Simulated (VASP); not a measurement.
Crystal: Ta.

```
Ta
1.0
    -1.65493    1.65493    1.65493
     1.65493   -1.65493    1.65493
     1.65493    1.65493   -1.65493
Ta
1
Direct
  0.00000 0.00000 0.00000
```

- Program: VASP 6.6.1
- Task: relaxation of cell and atoms
- Functional: PBEsol
- Potentials or basis: VASP PAW PBE potentials, release 64 (Ta_pv)
- Cutoff: 300 eV
- k mesh: 18 × 18 × 18
- Occupations: gaussian, width 0.1 eV
- Spin: no spin polarisation

At the start: pressure -5.7 GPa; volume 18.13 Å³/atom.

Where does the relaxation end?

Over 4 steps the energy falls by 9.2 meV/atom and the volume is 17.62 Å³/atom (-2.8 %); space group Im-3m (No. 229, to 0.05 Å).

The path:
```tsv
step	energy change (eV)	largest force (eV/Å)	pressure (GPa)	volume (Å³)
1	0.0000	0.0000	-5.65	18.13
2	0.0434	0.0000	15.95	16.50
3	-0.0092	0.0000	-0.13	17.63
4	-0.0092	0.0000	-0.01	17.62
```

Final structure:
```
Ta
1.0
    -1.63938    1.63938    1.63938
     1.63938   -1.63938    1.63938
     1.63938    1.63938   -1.63938
Ta
1
Direct
  0.00000 0.00000 0.00000
```

Caveat: the PAW data sets were made with another functional, which shifts forces and pressure a little.
